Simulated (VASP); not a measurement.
A run of VASP 6.6.1:

The input INCAR:

```
PREC = Accurate
ENCUT = 520
EDIFF = 1E-7
ISMEAR = 0
SIGMA = 0.01
LREAL = False
LASPH = True
NELM = 100
ALGO = Normal
ISIF = 2
LWAVE = False
LCHARG = False
GGA = PS
IVDW = 12
NBANDS = 52
```

Contents of KPOINTS:

```
regular mesh
0
Gamma
  3 3 3
```

The input POSCAR:

```
CsK2TlF6
1.0
    0.0000000000      4.7897952085      4.7897952085
    4.7897952085      0.0000000000      4.7897952085
    4.7897952085      4.7897952085      0.0000000000
K Cs Tl F
2 1 1 6
Direct
    0.7500000000      0.7500000000      0.7500000000
    0.2500000000      0.2500000000      0.2500000000
    0.5000000000      0.5000000000      0.5000000000
    0.0000000000      0.0000000000      0.0000000000
    0.7760049080      0.2239950920      0.2239950920
    0.2239950920      0.2239950920      0.7760049080
    0.2239950920      0.7760049080      0.7760049080
    0.2239950920      0.7760049080      0.2239950920
    0.7760049080      0.2239950920      0.7760049080
    0.7760049080      0.7760049080      0.2239950920
```

Potentials or basis: VASP PAW PBE potentials, release 64 (K_sv, Cs_sv, Tl_d, F).

Launch:

```sh
$ cat potpaw_PBE.64/K_sv/POTCAR potpaw_PBE.64/Cs_sv/POTCAR potpaw_PBE.64/Tl_d/POTCAR potpaw_PBE.64/F/POTCAR > POTCAR
$ mpirun -np 1 vasp_std > vasp.out
```

Hardware: 1 thread of Intel(R) Xeon(R) Platinum 8559C (Emerald Rapids), on a shared host.

Problem. Estimate the wall time of this run.

Solution. Run time: 59 s on 1 thread of Intel(R) Xeon(R) Platinum 8559C (Emerald Rapids), with other jobs on the host, peak memory 0.37 GiB. Counts: scf iterations 16, k points 4.
